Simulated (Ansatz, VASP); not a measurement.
**Si in VASP and in Ansatz**

File INCAR:

```
SYSTEM = Si
PREC = Accurate ; ENCUT = 520
EDIFF = 1E-7 ; ISMEAR = 0
SIGMA = 0.15 ; LREAL = .FALSE.
LASPH = .TRUE. ; NELM = 80
ALGO = Fast ; ISIF = 2
LWAVE = .FALSE. ; LCHARG = .TRUE.
LELF = .TRUE. ; LVHAR = .TRUE.
NBANDS = 8
```

KPOINTS

```
Automatic mesh
0
G
  21 21 20
  0 0 0
```

POSCAR

```
Si
1.0
    2.6205428149      0.0000000000      0.0000000000
   -1.3102714075      2.2694566494      0.0000000000
    0.0000000000      0.0000000000      2.3430366705
Si
1
Direct
    0.0000000000      0.0000000000      0.0000000000
```

Input for Ansatz:

```yaml
crystal:
  lattice:
    - [2.6205428149, 0.0, 0.0]
    - [-1.3102714075, 2.2694566494, 0.0]
    - [0.0, 0.0, 2.3430366705]
  atoms:
    - { symbol: Si, position: [0.0, 0.0, 0.0] }
basis:
  ecutwfc: 420
kpoints:
  mp_grid: { grid: [21, 21, 20] }
hamiltonian:
  xc: lda
scf:
  occupations: { method: gaussian, width: 0.15 }
output:
  forces: true
  stress: true
  eigenvalues: true
```

Change from the starting cell: strain +0.000 along x and y, -0.050 along z, atoms carried along.

Alike in both runs: task single point; functional LDA; k mesh 21 × 21 × 20; occupations gaussian, width 0.15 eV; no spin polarisation.

```csv
,VASP,Ansatz
version,VASP 6.6.1,Ansatz 0.2.0
potentials or method,"VASP PAW LDA potentials, release 64 (Si)","scalar-relativistic, plane waves, PAW"
plane-wave cutoff (eV),520,420
valence electrons in the cell,4,4
```

VASP gave:

```
gap on the k mesh at the Fermi level (eV)       : none
pressure (GPa)                                  : 7.1
largest component of the traceless stress (GPa) : 10.55
```

Problem. Which values does Ansatz return?

Solution. gap on the k mesh at the Fermi level (eV): none; pressure (GPa): 7.0; largest component of the traceless stress (GPa): 10.51.

A gap of «none» marks a metal or a gap that the smearing closes.
